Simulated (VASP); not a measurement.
# CaGa2As2 (R-3m) in VASP: single point with LDA

Aim: the single point of CaGa2As2 with LDA.

All numbers are computed with VASP 6.6.1; they aren't measurements. Logs are shortened: lines on timing, memory, paths and dates and some standing lists are left out, and cuts for length are marked.

### Step 1. The structure

It takes space group R-3m (No. 166, trigonal). The conventional cell has a = 3.989 Å, b = 3.989 Å, c = 24.994 Å, α = 90.00°, β = 90.00°, γ = 120.00°. Around Ca (site symmetry -3m) lie 6 As at 3.00 Å. Ga (site symmetry 3m) is surrounded by 1 Ga at 2.43 Å and 3 As at 2.52 Å. Around As (site symmetry 3m) lie 3 Ga at 2.52 Å.

The cell comes from a database or a generator and needn't be the stable form of this composition.

### Step 2. Single point, LDA

Input file INCAR:

```
SYSTEM = CaGa2As2
PREC     = Accurate       ! precision mode
ENCUT    = 520            ! plane-wave cutoff, eV
EDIFF    = 1E-6           ! SCF threshold, eV
ISMEAR   = 0              ! smearing method
SIGMA    = 0.01           ! smearing width, eV
LREAL    = .FALSE.        ! projectors in reciprocal space
LASPH    = .TRUE.         ! aspherical terms in the spheres
NELM     = 100            ! most SCF steps
ALGO     = Fast           ! electronic algorithm
ISIF     = 2              ! what is computed and relaxed
LWAVE    = .FALSE.        ! write WAVECAR
LCHARG   = .FALSE.        ! write CHGCAR
GGA      = CA             ! functional
NBANDS   = 31             ! bands
```

Input file KPOINTS:

```
Automatic mesh
0
G
  5 5 5
  0 0 0
```

Input file POSCAR:

```
CaGa2As2
1.0
    1.9946730000      1.1516250000      8.3312740000
   -1.9946730000      1.1516250000      8.3312740000
    0.0000000000     -2.3032500000      8.3312740000
Ca Ga As
1 2 2
Direct
    0.0000000000      0.0000000000      0.0000000000
    0.4513100000      0.4513100000      0.4513100000
    0.5486900000      0.5486900000      0.5486900000
    0.2562800000      0.2562800000      0.2562800000
    0.7437200000      0.7437200000      0.7437200000
```

Potentials or basis: VASP PAW LDA potentials, release 64 (Ca_sv, Ga_d, As).

Started as:

```console
> cat potpaw_LDA.64/Ca_sv/POTCAR potpaw_LDA.64/Ga_d/POTCAR potpaw_LDA.64/As/POTCAR > POTCAR
> mpirun -np 1 vasp_std > vasp.out
```

OUTCAR:

```text
SYSTEM = CaGa2As2
   PREC = Accurate
   ENCUT = 520
   EDIFF = 1E-6
   ISMEAR = 0
   LREAL = .FALSE.
   LASPH = .TRUE.
   NELM = 100
   ISIF = 2
   GGA = CA

 ion  position               nearest neighbor table
   1  0.000  0.000  0.000-   5 3.00   5 3.00   4 3.00   4 3.00   5 3.00   4 3.00
   2  0.451  0.451  0.451-   3 2.43   5 2.52   5 2.52   5 2.52
   3  0.549  0.549  0.549-   2 2.43   4 2.52   4 2.52   4 2.52
   4  0.256  0.256  0.256-   3 2.52   3 2.52   3 2.52   1 3.00   1 3.00   1 3.00
   5  0.744  0.744  0.744-   2 2.52   2 2.52   2 2.52   1 3.00   1 3.00   1 3.00

  LATTYP: Found a trigonal (rhomboedric) cell.
 ALAT       =     8.6437889250
 COS(alpha) =     0.8934961982

  Lattice vectors:

 A1 = (   1.9946730000,   1.1516250000,   8.3312740000)
 A2 = (  -1.9946730000,   1.1516250000,   8.3312740000)
 A3 = (   0.0000000000,  -2.3032500000,   8.3312740000)

Analysis of symmetry for initial positions (statically):
=====================================================================
 Subroutine PRICEL returns:
 Original cell was already a primitive cell.

 Routine SETGRP: Setting up the symmetry group for a
 trigonal (rhombohedral) supercell.

 Subroutine GETGRP returns: Found 12 space group operations
 (whereof 12 operations were pure point group operations)
 out of a pool of 12 trial point group operations.

The static configuration has the point symmetry D_3d.

Analysis of symmetry for dynamics (positions and initial velocities):
=====================================================================
 Subroutine PRICEL returns:
 Original cell was already a primitive cell.

 Routine SETGRP: Setting up the symmetry group for a
 trigonal (rhombohedral) supercell.

 Subroutine GETGRP returns: Found 12 space group operations
 (whereof 12 operations were pure point group operations)
 out of a pool of 12 trial point group operations.

The dynamic configuration has the point symmetry D_3d.

 Subroutine INISYM returns: Found 12 space group operations
 (whereof 12 operations are pure point group operations),
 and found     1 'primitive' translations

----------------------------------------------------------------------------------------

                                     Primitive cell

  volume of cell :     114.8274

  direct lattice vectors                    reciprocal lattice vectors
     1.994673000  1.151625000  8.331274000     0.250667653  0.144723036  0.040009887
    -1.994673000  1.151625000  8.331274000    -0.250667653  0.144723036  0.040009887
     0.000000000 -2.303250000  8.331274000     0.000000000 -0.289446073  0.040009887

  length of vectors
     8.643788925  8.643788925  8.643788928     0.292198256  0.292198256  0.292198255

  position of ions in fractional coordinates (direct lattice)
     0.000000000  0.000000000  0.000000000
     0.451310000  0.451310000  0.451310000
     0.548690000  0.548690000  0.548690000
     0.256280000  0.256280000  0.256280000
     0.743720000  0.743720000  0.743720000

  ion indices of the primitive-cell ions
   primitive index   ion index
                 1           1
                 2           2
                 3           3
                 4           4
                 5           5

----------------------------------------------------------------------------------------

 KPOINTS: Automatic mesh

Automatic generation of k-mesh.
 Grid dimensions read from file:
 generate k-points for:    5    5    5

 Generating k-lattice:

  Cartesian coordinates                     Fractional coordinates (reciprocal lattice)
     0.050133531  0.028944607  0.008001977     0.200000000  0.000000000  0.000000000
    -0.050133531  0.028944607  0.008001977     0.000000000  0.200000000  0.000000000
     0.000000000 -0.057889215  0.008001977     0.000000000  0.000000000  0.200000000

  Length of vectors
     0.058439651  0.058439651  0.058439651

  Shift w.r.t. Gamma in fractional coordinates (k-lattice)
     0.000000000  0.000000000  0.000000000

 Subroutine IBZKPT returns following result:
 ===========================================

 Found     19 irreducible k-points:

 Following reciprocal coordinates:
            Coordinates               Weight
  0.000000  0.000000  0.000000      1.000000
  0.200000  0.000000  0.000000      6.000000
  0.400000  0.000000  0.000000      6.000000
  0.200000  0.200000  0.000000      6.000000
  0.400000  0.200000  0.000000     12.000000
 -0.400000  0.200000  0.000000     12.000000
[... 11 lines left out ...]
  0.400000  0.400000  0.400000      2.000000
 -0.400000  0.400000  0.400000      6.000000
   k-points           NKPTS =     19   k-points in BZ     NKDIM =     19   number of bands    NBANDS=     31
   number of dos      NEDOS =    301   number of ions     NIONS =      5
   total plane-waves  NPLWV = 262144
   dimension x,y,z NGX =    64 NGY =   64 NGZ =   64
   dimension x,y,z NGXF=   128 NGYF=  128 NGZF=  128
   ions per type =               1   2   2
   NGX,Y,Z   is equivalent  to a cutoff of  12.31, 12.31, 12.31 a.u.
   NGXF,Y,Z  is equivalent  to a cutoff of  24.62, 24.62, 24.62 a.u.
 SYSTEM =  CaGa2As2
   PREC   = accura    normal or accurate (medium, high low for compatibility)
   ISTART =      0    job   : 0-new  1-cont  2-samecut
   ICHARG =      2    charge: 1-file 2-atom 10-const
   ISPIN  =      1    spin polarized calculation?
   LNONCOLLINEAR =      F non collinear calculations
   LSORBIT =      F    spin-orbit coupling
   LASPH  =      T    aspherical Exc in radial PAW
   ENCUT  =  520.0 eV  38.22 Ry    6.18 a.u.  16.07 16.07 16.07*2*pi/ulx,y,z
   NELM   =    100;   NELMIN=  2; NELMDL= -5     # of ELM steps
   EDIFF  = 0.1E-05   stopping-criterion for ELM
   LREAL  =      F    real-space projection
   EDIFFG = 0.1E-04   stopping-criterion for IOM
   NSW    =      0    number of steps for IOM
   IBRION =     -1    ionic relax: 0-MD 1-quasi-New 2-CG
   NFREE  =      0    steps in history (QN), initial steepest desc. (CG)
   ISIF   =      2    stress and relaxation
   ISYM   =      2    0-nonsym 1-usesym 2-fastsym
   POTIM  = 0.5000    time-step for ionic-motion
   TEBEG  =    0.0;   TEEND  =   0.0 temperature during run
   PSTRESS=    0.0 pullay stress
   NELECT =      46.0000    total number of electrons
   NUPDOWN=      -1.0000    fix difference up-down
   EMIN   =  10.00;   EMAX   =-10.00  energy-range for DOS
   EFERMI =   0.00;   METHOD = LEGACY
   ISMEAR =     0;   SIGMA  =   0.01  broadening in eV -4-tet -1-fermi 0-gaus
   EFERMI_NEDOS =   21; number of points for ismear=-14 and -15
   IALGO  =     68    algorithm
   IMIX   =      4    mixing-type and parameters
     AMIX     =   0.40;   BMIX     =  1.00
     AMIX_MAG =   1.60;   BMIX_MAG =  1.00
  volume/ion in A,a.u.               =      22.97       154.98
  Fermi-wavevector in a.u.,A,eV,Ry     =   1.206829  2.280576 19.816007  1.456435
  Thomas-Fermi vector in A             =   2.342484
   LORBIT       =      0    0 simple, 1 ext, 2 COOP (PROOUT), +10 PAW based schemes
   GGA     = CA    functional components
   LHFCALC =     F    Hartree Fock is set to
   AEXX    =    0.0000 exact exchange contribution
   IVDW    =     0    specifies the selected vdW correction
   LEPSILON=     F    determine dielectric tensor
   LRPA    =     F    only Hartree local field effects (RPA)
 non-spin polarized calculation
 RMM-DIIS sequential band-by-band and
 Gauss-broadening in eV      SIGMA  =   0.01
  energy-cutoff  :      520.00
  volume of cell :      114.83
 maximum number of plane-waves:      3124
   NGX = 33   NGY = 33   NGZ = 33

 number of electron      46.0000006 magnetization

 Free energy of the ion-electron system (eV)
  ---------------------------------------------------
  ext. energy  EPLUGINS =         0.00000000
  ---------------------------------------------------
  free energy    TOTEN  =       -23.41174922 eV

  energy without entropy =      -23.41174922  energy(sigma->0) =      -23.41174922

 E-fermi :   4.3227     XC(G=0):  -9.9513

 val. band max:        4.2401812794   @ k =   0.4000   0.4000   0.4000
 cond. band min:       4.8881503169   @ k =   0.4000   0.0000   0.0000
 fundamental gap:      0.6479690375
 Fermi energy:         4.3227131977

 k-point     1 :       0.0000    0.0000    0.0000
  band No.  band energies     occupation
      1     -36.5639      2.00000
      2     -17.9672      2.00000
      3     -17.8331      2.00000
      4     -17.8331      2.00000
      5     -11.1172      2.00000
      6     -10.9718      2.00000
[... 23 lines left out ...]
     30       7.4839      0.00000
     31       7.4849      0.00000

 k-point     2 :       0.2000    0.0000    0.0000
  band No.  band energies     occupation
      1     -36.5609      2.00000
      2     -17.9568      2.00000
      3     -17.8738      2.00000
      4     -17.8421      2.00000
      5     -11.1119      2.00000
      6     -10.9914      2.00000
[... 23 lines left out ...]
     30       7.7905      0.00000
     31       8.8955      0.00000

 k-point     3 :       0.4000    0.0000    0.0000
  band No.  band energies     occupation
      1     -36.5560      2.00000
      2     -17.9429      2.00000
      3     -17.9357      2.00000
      4     -17.8566      2.00000
      5     -11.1033      2.00000
      6     -11.0223      2.00000
[... 23 lines left out ...]
     30       8.3460      0.00000
     31       9.0711      0.00000

 k-point     4 :       0.2000    0.2000    0.0000
  band No.  band energies     occupation
      1     -36.5609      2.00000
      2     -17.9568      2.00000
      3     -17.8738      2.00000
      4     -17.8421      2.00000
      5     -11.1120      2.00000
      6     -10.9912      2.00000
[... 465 lines left out ...]
     30       8.2977      0.00000
     31       8.7998      0.00000

 k-point    18 :       0.4000    0.4000    0.4000
  band No.  band energies     occupation
      1     -36.5639      2.00000
      2     -17.9672      2.00000
      3     -17.8331      2.00000
      4     -17.8331      2.00000
      5     -11.1173      2.00000
      6     -10.9719      2.00000
[... 23 lines left out ...]
     30       7.2317      0.00000
     31       8.4236      0.00000

 k-point    19 :      -0.4000    0.4000    0.4000
  band No.  band energies     occupation
      1     -36.5609      2.00000
      2     -17.9568      2.00000
      3     -17.8738      2.00000
      4     -17.8421      2.00000
      5     -11.1120      2.00000
      6     -10.9905      2.00000
[... 23 lines left out ...]
     30       7.6393      0.00000
     31       8.3366      0.00000

------------------------ aborting loop because EDIFF is reached ----------------------------------------

  FORCE on cell =-STRESS in cart. coord.  units (eV):
  Direction    XX          YY          ZZ          XY          YZ          ZX
  --------------------------------------------------------------------------------------
  -------------------------------------------------------------------------------------
  Total       -1.7044662     -1.7044663     -2.2739997      0.0000000      0.0000000      0.0000000
  in kB      -23.7822821    -23.7822824    -31.7289366      0.0000000      0.0000000      0.0000000
  external PRESSURE =     -26.4311671 kB  Pullay stress =       0.0000000 kB

 VOLUME and BASIS-vectors are now :
 -----------------------------------------------------------------------------
  energy-cutoff  :      520.00
  volume of cell :      114.83
      direct lattice vectors                 reciprocal lattice vectors
     1.994673000  1.151625000  8.331274000     0.250667653  0.144723036  0.040009887
    -1.994673000  1.151625000  8.331274000    -0.250667653  0.144723036  0.040009887
     0.000000000 -2.303250000  8.331274000     0.000000000 -0.289446073  0.040009887

 POSITION                                       TOTAL-FORCE (eV/Angst)
 -----------------------------------------------------------------------------------
      0.00000      0.00000      0.00000         0.000000     -0.000000      0.000000
      0.00000      0.00000     11.27996         0.000000     -0.000000     -0.073853
      0.00000      0.00000     13.71386         0.000000      0.000000      0.073853
      0.00000      0.00000      6.40542         0.000000     -0.000000      0.047533
      0.00000      0.00000     18.58841         0.000000      0.000000     -0.047533
 -----------------------------------------------------------------------------------
    total drift:                                0.000000     -0.000000      0.000000

  FREE ENERGIE OF THE ION-ELECTRON SYSTEM (eV)
  ---------------------------------------------------
  free  energy   TOTEN  =       -23.4117492226 eV

  energy  without entropy=      -23.4117492226  energy(sigma->0) =      -23.41174922
```

Wall time 6.2 min (1 thread of AMD EPYC 9R45 (Zen 5), shared host); peak memory 0.41 GiB.

Results:

* Free energy: -23.4117 eV
* Pressure: -2.6 GPa
* Largest force: 0.074 eV/Å
* Band gap on the k mesh: 0.65 eV, indirect (least direct gap 0.79 eV)

Forces in eV/Å, atoms in the order of the input:
```
Ca   0.000  0.000  0.000
Ga   0.000  0.000 -0.074
Ga   0.000  0.000  0.074
As   0.000  0.000  0.048
As   0.000  0.000 -0.048
```

Caveat: an odd mesh through Γ misses points on the zone boundary, where band edges often lie. Expect the measured gap to be larger: semilocal functionals such as LDA lack the derivative discontinuity.
